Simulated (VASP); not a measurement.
AgBr (rock salt), at 0.96 of the tabulated volume:

```yaml
crystal:
  lattice:
    - [0.00000, 2.84601, 2.84601]
    - [2.84601, 0.00000, 2.84601]
    - [2.84601, 2.84601, 0.00000]
  atoms:
    - { symbol: Ag, position: [0.00000, 0.00000, 0.00000] }
    - { symbol: Br, position: [0.50000, 0.50000, 0.50000] }
```

The highest filled band near L, direction across the valley's axis, from PBE with spin-orbit coupling in VASP (PAW); its two spin partners are averaged. The gap over the points computed is 0.58 eV, and the next band on that side lies 0.14 eV away at the edge.

Numerical set-up: 400 eV cut-off, 9×9×9 Γ-centred mesh, Gaussian smearing of 0.050 eV, potentials Ag Br.

```json
[
 {"distance from the edge in k (1/Å)": "0.018", "distance in energy (meV)": "3.1"},
 {"distance from the edge in k (1/Å)": "0.025", "distance in energy (meV)": "6.0"},
 {"distance from the edge in k (1/Å)": "0.035", "distance in energy (meV)": "11.5"},
 {"distance from the edge in k (1/Å)": "0.050", "distance in energy (meV)": "23.0"}
]
```

Fit E(1 + αE) = ħ²k²/2m* (ħ²/2m0 = 3.810 eV Å²) and predict the row at 0.070 1/Å.

Least squares on the energies gives the hole mass m* = 0.395 m0 and α = 2.12 per eV, and so 43.3 meV. The run gave 42.9 meV, -0.4 meV from the fit.

Left out are points under 3 meV from the edge, since the levels carry 0.1 meV, and points farther than half the way to the next band.

The compound is AgBr in the rock salt structure. The cell was not relaxed at this level.
